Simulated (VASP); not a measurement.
Data:

```
CELL_PARAMETERS angstrom
      0.00000     2.01500     2.01500
      2.01500     0.00000     2.01500
      2.01500     2.01500     0.00000
ATOMIC_POSITIONS crystal
  Li 0.00000 0.00000 0.00000
  F  0.50000 0.50000 0.50000
```

Level of theory: rev-vdW-DF2, VASP's PBE PAW potentials (set 64) (plane waves; VASP). Settings: 520 eV cut-off, 10×10×10 Γ-centred mesh, Gaussian smearing of 0.050 eV, potentials Li_sv F.

### Question
Estimate the energy per atom (σ→0), band gap (on the k-mesh) with the smallest direct gap where there is one.

### Answer

```yaml
band gap (on the k-mesh): 9.13 eV
smallest direct gap (on the k-mesh): 9.13 eV
energy per atom (σ→0): -3.704 eV/atom
```

Only differences to runs with the same potentials and settings are physical.

The compound is LiF in the rock salt structure. The cell was not relaxed at this level.
